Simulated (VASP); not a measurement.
Write the native input for VASP 6.6.1 that does the following.

- Task: relaxation of cell and atoms
- Functional: RPBE
- Potentials or basis: VASP PAW PBE potentials, release 64 (Sc_sv, Te, Pd)
- Cutoff: 600 eV
- k mesh: 8 × 8 × 8
- Occupations: gaussian, width 0.05 eV
- Spin: no spin polarisation
- Further INCAR settings: ALGO = Normal; EDIFF = 1e-06; IBRION = 2; EDIFFG = -0.01; NSW = 60; ISIF = 3

The structure of ScTe2Pd lies in POSCAR:

```
ScTe2Pd
1.0
    1.9860458000      1.1466440800      7.3258211100
   -1.9860458000      1.1466440800      7.3258211100
    0.0000000000     -2.2932881500      7.3258211100
Sc Te Pd
1 2 1
Direct
    0.5000000000      0.5000000000      0.5000000000
    0.2319827100      0.2319827100      0.2319827100
    0.7680172900      0.7680172900      0.7680172900
    0.0000000000      0.0000000000      0.0000000000
```

The cell was built by a generator and needn't be a form met in nature.

The input as run:

INCAR

```
  PREC = Accurate
  ENCUT = 600
  EDIFF = 1E-6
  ISMEAR = 0
  SIGMA = 0.05
  LREAL = F
  LASPH = T
  NELM = 100
  ALGO = Normal
  ISIF = 3
  LWAVE = F
  LCHARG = F
  GGA = RP
  IBRION = 2
  NSW = 60
  EDIFFG = -0.01
```

KPOINTS

```
regular mesh
0
Gamma
  8 8 8
```

Potentials or basis: VASP PAW PBE potentials, release 64 (Sc_sv, Te, Pd).

Run with:

```console
$ cat potpaw_PBE.64/Sc_sv/POTCAR potpaw_PBE.64/Te/POTCAR potpaw_PBE.64/Pd/POTCAR > POTCAR
$ mpirun -np 1 vasp_std > vasp.out
```

It gave:

| Quantity | Value |
| --- | --- |
| Relaxed volume | 25.56 Å³/atom |
| Relaxed cell | a = 6.951 Å, b = 6.951 Å, c = 6.951 Å, α = 35.70°, β = 35.70°, γ = 35.70° |
| Space group after relaxing (to 0.05 Å) | R-3m (No. 166) |
| Energy gained by relaxing | 394.5 meV/atom |
| Ionic steps | 18 |
| Pressure after relaxing | 0.0 GPa |
| Band gap on the k mesh | none (metal or under the smearing width) |

Caveat: the PAW data sets were made with another functional, which shifts forces and pressure a little.

Run time: 53 min on 1 thread of Intel(R) Xeon(R) 6975P-C (Granite Rapids) (shared host), peak memory 0.76 GiB.
